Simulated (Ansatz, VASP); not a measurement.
Two plane-wave programs on CdPb2

```
CELL_PARAMETERS angstrom
4.41044 0.00000 0.00000
-2.20522 3.81955 0.00000
0.00000 0.00000 4.76210
ATOMIC_POSITIONS crystal
Cd 0.00000 0.00000 0.00000
Pb 0.33333 0.66667 0.50000
Pb 0.66667 0.33333 0.50000
```

Alike in both runs: task single point; functional PBE; k mesh 6 × 6 × 4; occupations gaussian, width 0.1 eV; no spin polarisation.

|  | VASP | Ansatz |
| --- | --- | --- |
| version | VASP 6.6.1 | Ansatz 0.2.0 |
| potentials or method | VASP PAW PBE potentials, release 64 (Cd, Pb_d) | scalar-relativistic, plane waves, PAW |
| plane-wave cutoff (eV) | 520 | 420 |
| valence electrons in the cell | 40 | 48 |

|  | VASP | Ansatz | Ansatz less VASP |
| --- | --- | --- | --- |
| gap on the k mesh at the Fermi level (eV) | none | none | - |
| pressure (GPa) | 25.6 | 25.6 | +0.07 |
| largest component of the traceless stress (GPa) | 22.44 | 22.53 | +0.090 |

A gap of «none» marks a metal or a gap that the smearing closes. The two sets of potentials don't hold the same shells in valence.

Caveats: so large a pressure means that the cell lies far from this level's equilibrium, or that cutoff or potentials fall short (VASP). The runs have no spin-orbit coupling, so splittings on Pb are missing.
